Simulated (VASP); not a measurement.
**LaCo under changes of volume**

One of the cells (20.706 Å³/atom); the others are scaled copies at fixed shape and fractional positions:

```
La Co
1.0
    -3.45973    3.45973    3.45973
     3.45973   -3.45973    3.45973
     3.45973    3.45973   -3.45973
La Co
4 4
Direct
  0.50000 0.00000 0.01897
  0.00000 0.01897 0.50000
  0.01897 0.50000 0.00000
  0.48102 0.48102 0.48102
  0.50000 0.00000 0.58402
  0.00000 0.58402 0.50000
  0.58402 0.50000 0.00000
  0.91598 0.91598 0.91598
```

The cell comes from a database or a generator and needn't be the stable form of this composition.

```yaml
Program: VASP 6.6.1
Functional: PBE
Potentials_or_basis: VASP PAW PBE potentials, release 64 (La, Co)
Cutoff: 520 eV
k_mesh: 6 × 6 × 6
Occupations: fermi-dirac, width 0.05 eV
Spin: collinear spin, ferromagnetic start
Starting_moments: "[0.0, 0.0, 0.0, 0.0, 2.0, 2.0, 2.0, 2.0] μB"
```

```tsv
volume (Å³/atom)	energy over the lowest point (meV/atom)	pressure (GPa)	moment (μB per cell)	largest force (eV/Å)
19.861	?	?	?	?
20.283	8.71	3.3	0.87	0.173
20.706	2.16	1.8	0.97	0.152
21.551	0.00	-0.8	1.19	0.175
21.974	3.62	-1.8	1.32	0.245
```

What does the run at 19.861 Å³/atom give?

Energy over the lowest point 19.55 meV/atom; pressure 5.0 GPa; moment 0.77 μB per cell; largest force 0.197 eV/Å.

Worked out: A Birch-Murnaghan fit of order 2 (a polynomial in V^(-2/3)) to the other rows has its minimum at 21.26 Å³/atom with B0 = V·E''(V) = 62 GPa at fixed shape and positions, which overstates the stiffness. It gives 19.33 meV/atom at 19.861 Å³/atom, against the run's 19.55, and -dE/dV = 4.9 GPa, against 5.0. A straight line through the other rows of the moment, of slope 0.265 μB per Å³/atom, extrapolates to 0.75 μB, against the run's 0.77.

Energies are extrapolated to zero smearing.
